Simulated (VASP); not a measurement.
Energy against volume of Dy (hcp). Computed with rev-vdW-DF2, VASP's PBE PAW potentials (set 64) (plane waves; VASP 6.6.1). Settings: 520 eV cut-off, 12×12×7 Γ-centred mesh, first-order Methfessel-Paxton smearing of 0.10 eV, potentials Dy_3.

The 4f electrons are frozen in the core of the lanthanide potential, so 4f levels, which can set the real gap, and their magnetism are missing.

Shape and ions are relaxed at each volume.

```tsv
V (Å³/atom)	E (eV/atom)
29.689	-2.27550
30.607	-2.27856
31.525	-2.27420
32.443	-2.26340
```

### Question
Fit these four points and predict the energy of the run at 28.771 Å³/atom.

### Answer
A cubic in V^(−2/3), the third-order Birch-Murnaghan form, passes through the four points with V0 = 30.51 Å³/atom and B0 = 44 GPa, and gives -2.2639 eV/atom there. The run gave -2.2645 eV/atom, -0.6 meV/atom from the fit; all five points give B0 = 43 GPa.

The compound is Dy in the hcp structure. It was relaxed first.
